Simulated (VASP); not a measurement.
All values below come from r2SCAN meta-GGA, VASP's PBE PAW potentials (set 64) (plane waves; VASP 6.6.1).

A VASP calculation is set up with these files.

File POSCAR:
```
Sr(211) slab
1
   10.5552805465     0.0000000000     0.0000000000
    0.0000000000     4.3091749715     0.0000000000
    0.0000000000     0.0000000000    24.9863848389
Sr
8
Direct
  0.8237564905   0.2500000000   0.3298850456
  0.1579985727   0.7500000000   0.3763113620
  0.4978703777   0.2500000000   0.4260928228
  0.8320740588   0.7500000000   0.4754491351
  0.1679259412   0.2500000000   0.5245508649
  0.5021296223   0.7500000000   0.5739071772
  0.8420014273   0.2500000000   0.6236886380
  0.1762435095   0.7500000000   0.6701149544
```

### KPOINTS
```
Automatic mesh
0
Gamma
3 7 1
0 0 0
```

INCAR:
```
SYSTEM = Sr(211) slab
PREC = Normal
ENCUT = 400
EDIFF = 1E-6
NELM = 100
ALGO = Normal
LREAL = .FALSE.
LASPH = .TRUE.
ISMEAR = 1
SIGMA = 0.1
METAGGA = R2SCAN
LMIXTAU = .TRUE.
LMAXMIX = 4
LWAVE = .FALSE.
LCHARG = .FALSE.
NELMIN = 4
LDIPOL = .TRUE.
IDIPOL = 3
DIPOL = 0.5 0.5 0.5
LVHAR = .TRUE.
LORBIT = 11
```

POTCAR, in this order: Sr_sv (PBE.64 set). Program: vasp_std. Read from the step before: WAVECAR.

**Question.** What does the run give for the energy per atom (σ→0), band gap (on the k-mesh)?

**Answer.** 
```json
{
  "energy per atom (σ→0)": "-14.795 eV/atom",
  "band gap (on the k-mesh)": "none (metal, semimetal or under 0.01 eV)"
}
```

File OSZICAR:
```
...
DAV:   6    -0.118356777377E+03    0.10571E-04   -0.82049E-06   608   0.161E-02    0.359E-03
DAV:   7    -0.118356790801E+03   -0.13424E-04   -0.42968E-06   536   0.122E-02    0.236E-03
DAV:   8    -0.118356781779E+03    0.90224E-05   -0.33383E-06   544   0.109E-02    0.281E-03
DAV:   9    -0.118356793376E+03   -0.11598E-04   -0.27249E-06   552   0.917E-03    0.145E-03
DAV:  10    -0.118356787924E+03    0.54527E-05   -0.23549E-06   552   0.888E-03    0.871E-04
DAV:  11    -0.118356795486E+03   -0.75622E-05   -0.26154E-06   528   0.908E-03    0.877E-04
DAV:  12    -0.118356794522E+03    0.96437E-06   -0.81758E-07   640   0.508E-03
   1 F= -.11835679E+03 E0= -.11835637E+03  d E =-.127979E-02
```

The cell is a thin slab with vacuum, built from Sr (fcc): (211) face.
